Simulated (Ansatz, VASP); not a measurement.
# SnSe2 in two plane-wave programs, part 2 of 2

Wanted: the spread between two codes on one cell, functional and k mesh. The structure shown is the start of the Ansatz relaxation below; VASP solves that cell, so the two are compared at the walk's first step.

VASP 6.6.1 and Ansatz 0.2.0.

So far. Step 3 (VASP: single point, PBEsol with D3(BJ), start cell …): The run ends at a pressure of -2.52 GPa, with forces up to 0.13 eV/Å.

## 6. VASP: single point, PBEsol with D3(BJ), start cell, pair 2

Level of this step: PBEsol with D3(BJ); plane waves and PAW (Se, Sn_d) (VASP).

The same cell, functional, mesh and smearing now go to VASP, with its own data sets.

The input, INCAR:

```
SYSTEM = SnSe2
PREC = Accurate
ENCUT = 400
EDIFF = 1E-06
NELM = 120
ISMEAR = 0
SIGMA = 0.02
LREAL = .FALSE.
ALGO = Normal
GGA = PS
IVDW = 12
NBANDS = 19
LORBIT = 11
LWAVE = .FALSE.
LCHARG = .FALSE.
ISIF = 2
LASPH = .TRUE.
GGA_COMPAT = .FALSE.
KPAR = 2
```

The input, POSCAR:

```
SnSe2
1.0
    3.7570870000      0.0000000000      0.0000000000
   -1.8785430000      3.2537330000      0.0000000000
    0.0000000000      0.0000000000      5.6329860000
Se Sn
2 1
Direct
    0.3333331934      0.6666665642      0.2795041564
    0.6666665404      0.3333334358      0.7204960211
    0.0000000000      0.0000000000      0.0000000000
```

The input, KPOINTS:

```
Automatic mesh
0
Gamma
12 12 6
0 0 0
```

The projector-augmented-wave data sets are Se and Sn_d (PBE family, release 64).

Command:

```console
$ mpirun -np 2 vasp_std
```

Numbers of over 12 decimals in the logs are rounded to 6 here.

What it wrote:

```text
[banner, memory and clock lines left out]
running    2 mpi-ranks, on    1 nodes
[...]
[... a notice as in an earlier step ...]

 LDA part: xc-table for (Slater+PW92), standard interpolation
 POSCAR, INCAR and KPOINTS ok, starting setup
[...]
entering main loop
       N       E                     dE             d eps       ncg     rms          rms(c)
DAV:   1     0.181745161101E+03    0.18175E+03   -0.10661E+04  3868   0.136E+03
DAV:   2     0.597753202426E+01   -0.17577E+03   -0.17032E+03  4092   0.350E+02
DAV:   3    -0.125270963021E+02   -0.18505E+02   -0.18011E+02  4673   0.106E+02
DAV:   4    -0.131092159287E+02   -0.58212E+00   -0.58104E+00  4470   0.195E+01
[...]
DAV:  10    -0.128761683910E+02    0.29149E-05   -0.92873E-05  4515   0.629E-02    0.263E-02
DAV:  11    -0.128761771401E+02   -0.87490E-05   -0.16580E-05  3992   0.241E-02    0.541E-03
DAV:  12    -0.128761775327E+02   -0.39266E-06   -0.96042E-07  2850   0.846E-03
   1 F= -.13986625E+02 E0= -.13986584E+02  d E =-.822223E-04
```

OUTCAR, selected parts (step 6):

```text
 Edisp (eV)   -1.11045

  Total       1.15021     1.15021     1.21553     0.00000     0.00000    -0.00000
  in kB      26.76185    26.76186    28.28168     0.00000     0.00000    -0.00000
  external pressure =       27.27 kB  Pullay stress =        0.00 kB

 POSITION                                       TOTAL-FORCE (eV/Angst)
 -----------------------------------------------------------------------------------
      0.00000      2.16915      1.57444         0.000000     -0.000000      0.180738
      1.87854      1.08458      4.05854        -0.000000      0.000000     -0.180738
      0.00000      0.00000      0.00000         0.000000      0.000000      0.000000
 -----------------------------------------------------------------------------------
    total drift:                                0.000337     -0.000000     -0.000299

  FREE ENERGIE OF THE ION-ELECTRON SYSTEM (eV)
  ---------------------------------------------------
  free  energy   TOTEN  =       -13.9866248742 eV

  energy  without entropy=      -13.9865426519  energy(sigma->0) =      -13.98658376

[... 1 part as in an earlier step ...]

[... 2 further parts left out ...]
[key lines of the parts left out:]
E-fermi :   5.8639
```

The run ends at a pressure of 2.73 GPa, with forces up to 0.18 eV/Å.

## 7. Comparison

What differs besides the data sets and the points named for the pairs above, as far as they apply: the data sets hold 46 valence electrons in Ansatz (on its PAW soft_1 files) and 26 in VASP. Total energies have different zeros and are not compared.

Forces (eV/Å; atoms numbered as in POSCAR):

| atom | Ansatz x, y, z | VASP x, y, z |
| --- | --- | --- |
| Se1 | 0.000, 0.000, 0.158 | 0.000, 0.000, 0.181 |
| Se2 | 0.000, 0.000, -0.158 | 0.000, 0.000, -0.181 |
| Sn3 | 0.000, 0.000, 0.000 | 0.000, 0.000, 0.000 |

The forces differ by 11 meV/Å r.m.s., which is 12.7 % of the r.m.s. force of 0.085 eV/Å (both taken over all components).

## 8. Ansatz: relaxation, PBEsol with D3(BJ)

The two programs are compared at the cell with which this relaxation starts, whose forces are those of its first step. The cell compared in this pair holds 71.01 Å³, against 68.86 Å³ for the pair before.

The structure compared here is the start of the Ansatz relaxation; VASP solves that cell, so the two are compared at the walk's first step.

The input, input.yaml:

```yaml
crystal:
  lattice:
    - [3.8475983527, 0.0, 0.0]
    - [-1.9237991763, 3.332117917, 0.0]
    - [0.0, 0.0, 5.5389269304]
  atoms:
    - { symbol: Se, position: [0.3333333333, 0.6666666667, 0.2954596966] }
    - { symbol: Se, position: [0.6666666667, 0.3333333333, 0.7045403034] }
    - { symbol: Sn, position: [0.0, 0.0, 0.0] }
kpoints:
  mp_grid: { grid: [12, 12, 6] }
hamiltonian:
  xc: pbesol
  dispersion: d3bj
  pseudopotentials: { kind: paw, azcp: { folder: soft_1 }, xc_functional: pbe }
scf:
  occupations: { method: gaussian, width: 0.02 }
output:
  forces: true
  stress: true
  eigenvalues: true
relax:
  adjacent_minimum: "off"
  f_tol: 0.001
  max_steps: 60
  cell: { stress_tol: 0.01, fix: [volume] }
```

Command:

```console
$ ansatz run input.yaml --threads 4 --pin off --max-ram 10240MiB --backend cpu --events-out ev --progress --plain --runs-dir out
```

What it wrote:

```text
[...]
Crystal: 3 atoms, lattice volume = 71.013 Å³
Basis set: ecut = 420 eV, 1411 PW (Γ), exchange–correlation on 54×54×80 points (8 copies of the dense FFT grid, shifted against one another)
Bands: 28, of which v1, the nominal top of the filled ones, is band 23 counted from 1 (22 counted from 0)
Symmetry: 12 space group operations
[...]
k-points: 100 of 864
[...]
--- Relaxed structure (7 steps of the walk, 6 accepted, 1 SCFs on fresh bases) ---
[...]
cell:  # Å, volume = 71.0127 Å³
    - [3.787614, -2.8417394965778057e-11, 0]
    - [-1.893807, 3.280170, 0]
    - [0, 0, 5.715757]
  atoms:
    - { symbol: Se, position: [0.333333, 0.666667, 0.277396] }
    - { symbol: Se, position: [0.666667, 0.333333, 0.722604] }
    - { symbol: Sn, position: [0, 0, 0.0] }
[key lines of the parts left out:]
SCF converged after 7 iterations
Free energy (F): -16800.334273 eV
Fermi energy:    9.469378 eV
P = ⅓ Tr σ = 0.3657 GPa (3.657 kbar)
```

## 9. VASP: single point, PBEsol with D3(BJ), start cell, pair 3

The same cell, functional, mesh and smearing now go to VASP, with its own data sets.

INCAR is that of step 6.

The input, POSCAR:

```
SnSe2
1.0
    3.8475980000      0.0000000000      0.0000000000
   -1.9237990000      3.3321180000      0.0000000000
    0.0000000000      0.0000000000      5.5389270000
Se Sn
2 1
Direct
    0.3333333333      0.6666666667      0.2954597524
    0.6666666667      0.3333333333      0.7045402476
    0.0000000000      0.0000000000      0.0000000000
```

KPOINTS is that of step 6.

Command:

```console
$ mpirun -np 2 vasp_std
```

What it wrote:

```text
[... set-up lines as in an earlier step ...]
 entering main loop
       N       E                     dE             d eps       ncg     rms          rms(c)
DAV:   1     0.177298078574E+03    0.17730E+03   -0.10631E+04  3875   0.134E+03
DAV:   2     0.555755775555E+01   -0.17174E+03   -0.16644E+03  4117   0.350E+02
DAV:   3    -0.125142187542E+02   -0.18072E+02   -0.17721E+02  4699   0.104E+02
DAV:   4    -0.130679791561E+02   -0.55376E+00   -0.54694E+00  4497   0.191E+01
[...]
DAV:  10    -0.128839816479E+02   -0.52182E-05   -0.90831E-05  4567   0.621E-02    0.219E-02
DAV:  11    -0.128839879846E+02   -0.63367E-05   -0.20069E-05  3947   0.289E-02    0.771E-03
DAV:  12    -0.128839880874E+02   -0.10278E-06   -0.87324E-07  2667   0.681E-03
   1 F= -.13961366E+02 E0= -.13961272E+02  d E =-.189113E-03
```

OUTCAR, selected parts (step 9):

```text
 Edisp (eV)   -1.07738

  Total      -0.79593    -0.79593    -1.23905    -0.00000     0.00000     0.00000
  in kB     -17.95760   -17.95761   -27.95533    -0.00000     0.00000     0.00000
  external pressure =      -21.29 kB  Pullay stress =        0.00 kB

 POSITION                                       TOTAL-FORCE (eV/Angst)
 -----------------------------------------------------------------------------------
     -0.00000      2.22141      1.63653        -0.000000     -0.000000     -0.502129
      1.92380      1.11071      3.90240         0.000000      0.000000      0.502129
      0.00000      0.00000      0.00000        -0.000000      0.000000      0.000000
 -----------------------------------------------------------------------------------
    total drift:                                0.000000      0.000000      0.000000

  FREE ENERGIE OF THE ION-ELECTRON SYSTEM (eV)
  ---------------------------------------------------
  free  energy   TOTEN  =       -13.9613664687 eV

  energy  without entropy=      -13.9611773559  energy(sigma->0) =      -13.96127191

[... 1 part as in an earlier step ...]

[... 2 further parts left out ...]
[key lines of the parts left out:]
E-fermi :   5.5259
```

The run ends at a pressure of -2.13 GPa, with forces up to 0.50 eV/Å.

## 10. Side by side

What differs besides the data sets and the points named for the pairs above, as far as they apply: the data sets hold 46 valence electrons in Ansatz (on its PAW soft_1 files) and 26 in VASP. Total energies have different zeros and are not compared.

Forces (eV/Å; atoms numbered as in POSCAR):

| atom | Ansatz x, y, z | VASP x, y, z |
| --- | --- | --- |
| Se1 | 0.000, 0.000, -0.517 | 0.000, 0.000, -0.502 |
| Se2 | 0.000, 0.000, 0.517 | 0.000, 0.000, 0.502 |
| Sn3 | 0.000, 0.000, 0.000 | 0.000, 0.000, 0.000 |

The forces differ by 7.1 meV/Å r.m.s., which is 3.0 % of the r.m.s. force of 0.237 eV/Å (both taken over all components).

## 11. Outcome

| Item | Value |
| --- | --- |
| r.m.s. force difference (single point, PBEsol with D3(BJ), start cell, pair 1) | 8.6 meV/Å |
| r.m.s. force difference (single point, PBEsol with D3(BJ), start cell, pair 2) | 11 meV/Å |
| r.m.s. force difference (single point, PBEsol with D3(BJ), start cell, pair 3) | 3.0 % of the r.m.s. force |

**Reading.** The r.m.s. force difference is 3.0 % of the r.m.s. force (single point, PBEsol with D3(BJ), start cell, pair 3), at about the 3 % picked in this series as the mark of a large difference. The data sets hold unlike numbers of valence electrons (46 in Ansatz and 26 in VASP), so part of the differences comes from the potentials. 5 further runs of this series are not shown here. How closely two codes agree says nothing of how well the functional describes the real material.

[Lines on the potential files, build, host, timing and source positions are cut from VASP's logs without a mark.]

[Logs are printed without paths, hosts, clocks, repeated set-up lines and the standing remarks that a program may print on its own settings, such as how far it seeks lower states.]

[Hosts, paths, dates, database ids (printed as entryN), source tags and the programs' standing remarks are cut or masked in the printed files.]
